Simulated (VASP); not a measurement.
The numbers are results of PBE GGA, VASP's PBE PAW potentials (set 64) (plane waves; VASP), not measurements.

VASP input:

### INCAR
```
# general
SYSTEM  =  MgS
PREC    =  Accurate
ENCUT   =  480
LREAL   =  F
LASPH   =  T

# electronic loop
EDIFF   =  1E-6
NELM    =  100
ALGO    =  Normal

# smearing
ISMEAR  =  0
SIGMA   =  0.05

# functional
GGA     =  PE

# ions
IBRION  =  2
NSW     =  60
ISIF    =  3
EDIFFG  =  -0.01

# output
LWAVE   =  F
LCHARG  =  F
```

### KPOINTS
```
Automatic mesh
0
G
8 8 8
0 0 0
```

File POSCAR:
```
MgS
1
    0.0000000000     2.6000000000     2.6000000000
    2.6000000000     0.0000000000     2.6000000000
    2.6000000000     2.6000000000     0.0000000000
Mg S
1 1
Direct
  0.0000000000   0.0000000000   0.0000000000
  0.5000000000   0.5000000000   0.5000000000
```

POTCAR, in this order: Mg S (PBE.64 set). Program: vasp_std.

Q: Predict the energy per atom (σ→0), volume per atom, band gap (on the k-mesh).

A: 
```
Quantity                           Value
------------------------  --------------
energy per atom (σ→0)     -4.251 eV/atom
band gap (on the k-mesh)         2.75 eV
volume per atom            17.81 Å³/atom
```

OSZICAR:
```
...
DAV:   6    -0.850258849328E+01   -0.70137E-06   -0.22368E-07   272   0.472E-03
   2 F= -.85025885E+01 E0= -.85025885E+01  d E =-.135823E-02
       N       E                     dE             d eps       ncg     rms          rms(c)
DAV:   1    -0.850289815856E+01   -0.31037E-03   -0.50145E-03   528   0.460E-01    0.123E-01
DAV:   2    -0.850267925729E+01    0.21890E-03   -0.63050E-04   472   0.134E-01    0.390E-02
DAV:   3    -0.850265668975E+01    0.22568E-04   -0.13246E-04   536   0.638E-02    0.280E-02
DAV:   4    -0.850265694873E+01   -0.25897E-06   -0.92026E-07   400   0.859E-03
   3 F= -.85026569E+01 E0= -.85026569E+01  d E =-.142669E-02
```

The compound is MgS in the rock salt structure. This run relaxes it. Symmetry was kept, so distortions that lower it aren't found.
